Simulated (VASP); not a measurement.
Method: RPBE GGA, VASP's PBE PAW potentials (set 64) (plane waves; VASP).

VASP ran on this input.

KPOINTS:
```
Automatic mesh
0
Gamma
14 14 10
0 0 0
```

POSCAR:
```
TiAl
1.0
  2.8478573251   0.0000000000   0.0000000000
  0.0000000000   2.8478573251   0.0000000000
  0.0000000000   0.0000000000   4.0948897076
Ti Al
1 1
Direct
  0.0000000000   0.0000000000   0.0000000000
  0.5000000000   0.5000000000   0.5000000000
```

### INCAR
```
SYSTEM = TiAl
PREC = Accurate
ENCUT = 520
EDIFF = 1E-7
NELM = 100
ALGO = Normal
LREAL = .FALSE.
LASPH = .TRUE.
ISMEAR = -5
GGA = RP
LMAXMIX = 4
LWAVE = .FALSE.
LCHARG = .TRUE.
LORBIT = 11
NEDOS = 601
ISIF = 2
```

POTCAR, in this order: Ti_sv Al (PBE.64 set). Program: vasp_std.

The run wrote:

OUTCAR:
```
 ion  position               nearest neighbor table
   1  0.000  0.000  0.000-   2 2.87   2 2.87   2 2.87   2 2.87   2 2.87   2 2.87   2 2.87   2 2.87
  LATTYP: Found a simple tetragonal cell.
 ALAT       =     2.8478573251
 C/A-ratio  =     1.4378844303
 Subroutine PRICEL returns:
 Original cell was already a primitive cell.
 Subroutine GETGRP returns: Found 16 space group operations
The static configuration has the point symmetry D_4h.
The dynamic configuration has the point symmetry D_4h.
 Subroutine INISYM returns: Found 16 space group operations
 Subroutine IBZKPT returns following result:
 Found    216 irreducible k-points:

 Following reciprocal coordinates:
            Coordinates               Weight
  0.000000  0.000000  0.000000      1.000000
  0.071429  0.000000  0.000000      4.000000
  0.142857  0.000000  0.000000      4.000000
  0.214286  0.000000  0.000000      4.000000
  0.285714  0.000000  0.000000      4.000000
  0.357143  0.000000  0.000000      4.000000
  0.428571  0.000000  0.000000      4.000000
  0.500000  0.000000  0.000000      2.000000
  0.071429  0.071429  0.000000      4.000000
  0.142857  0.071429  0.000000      8.000000
  0.214286  0.071429  0.000000      8.000000
  0.285714  0.071429  0.000000      8.000000
  0.357143  0.071429  0.000000      8.000000
  0.428571  0.071429  0.000000      8.000000
  0.500000  0.071429  0.000000      4.000000
  0.142857  0.142857  0.000000      4.000000
  0.214286  0.142857  0.000000      8.000000
  0.285714  0.142857  0.000000      8.000000
  0.357143  0.142857  0.000000      8.000000
  0.428571  0.142857  0.000000      8.000000
  0.500000  0.142857  0.000000      4.000000
  0.214286  0.214286  0.000000      4.000000
  0.285714  0.214286  0.000000      8.000000
  0.357143  0.214286  0.000000      8.000000
...
```

OSZICAR:
```
       N       E                     dE             d eps       ncg     rms          rms(c)
DAV:   1     0.913262128590E+02    0.91326E+02   -0.75049E+03  4752   0.138E+03
DAV:   2    -0.726624904883E+01   -0.98592E+02   -0.96064E+02  4806   0.336E+02
DAV:   3    -0.131270424244E+02   -0.58608E+01   -0.56481E+01  7553   0.803E+01
DAV:   4    -0.133351958288E+02   -0.20815E+00   -0.20588E+00  6083   0.130E+01
DAV:   5    -0.133459142841E+02   -0.10718E-01   -0.10667E-01  6967   0.259E+00    0.950E+00
DAV:   6    -0.119165004885E+02    0.14294E+01   -0.13367E+01  5992   0.388E+01    0.360E+00
DAV:   7    -0.117505774819E+02    0.16592E+00   -0.13181E+00  5595   0.122E+01    0.189E+00
DAV:   8    -0.117426919360E+02    0.78855E-02   -0.16847E-01  5335   0.470E+00    0.506E-01
DAV:   9    -0.117405749938E+02    0.21169E-02   -0.21215E-02  5737   0.193E+00    0.223E-01
DAV:  10    -0.117410381660E+02   -0.46317E-03   -0.14832E-03  5923   0.471E-01    0.534E-02
DAV:  11    -0.117410255177E+02    0.12648E-04   -0.29278E-04  5882   0.186E-01    0.456E-02
DAV:  12    -0.117410414484E+02   -0.15931E-04   -0.33469E-05  5692   0.752E-02    0.117E-02
DAV:  13    -0.117410430342E+02   -0.15857E-05   -0.19714E-06  6276   0.144E-02    0.618E-03
DAV:  14    -0.117410432050E+02   -0.17079E-06   -0.37796E-07  5029   0.825E-03    0.120E-03
DAV:  15    -0.117410434321E+02   -0.22709E-06   -0.24521E-08  2788   0.166E-03    0.405E-04
DAV:  16    -0.117410434798E+02   -0.47728E-07   -0.68332E-09  2698   0.109E-03
   1 F= -.11741043E+02 E0= -.11741043E+02  d E =0.000000E+00
```

**OUTCAR**
```
------------------------ aborting loop because EDIFF is reached ----------------------------------------
  FORCE on cell =-STRESS in cart. coord.  units (eV):
  Direction    XX          YY          ZZ          XY          YZ          ZX
  --------------------------------------------------------------------------------------
  Total       -0.0249624     -0.0249624      0.0771719      0.0000000      0.0000000      0.0000000
  in kB       -1.2042529     -1.2042529      3.7229816      0.0000000      0.0000000      0.0000000
  external PRESSURE =       0.4381586 kB  Pullay stress =       0.0000000 kB
  volume of cell :       33.21
      direct lattice vectors                 reciprocal lattice vectors
     2.847857325  0.000000000  0.000000000     0.351141186  0.000000000  0.000000000
     0.000000000  2.847857325  0.000000000     0.000000000  0.351141186  0.000000000
     0.000000000  0.000000000  4.094889708     0.000000000  0.000000000  0.244206822
 POSITION                                       TOTAL-FORCE (eV/Angst)
 -----------------------------------------------------------------------------------
      0.00000      0.00000      0.00000         0.000000      0.000000      0.000000
      1.42393      1.42393      2.04744         0.000000      0.000000      0.000000
 -----------------------------------------------------------------------------------
    total drift:                                0.000000      0.000000      0.000000
  FREE ENERGIE OF THE ION-ELECTRON SYSTEM (eV)
  ---------------------------------------------------
  free  energy   TOTEN  =       -11.7410434798 eV

  energy  without entropy=      -11.7410434798  energy(sigma->0) =      -11.74104348

 total charge

# of ion       s       p       d       tot
------------------------------------------
    1        2.195   6.112   1.930  10.237
    2        0.411   0.409   0.000   0.820
--------------------------------------------------
tot          2.606   6.520   1.930  11.057
```
(Selected blocks of OUTCAR.)

For a metal the tetrahedron method with Blöchl corrections gives inexact stress and forces.

The compound is TiAl in the L1_0 structure. It was relaxed first. The electron count is odd and the run is not spin-polarised, which forces a metal.
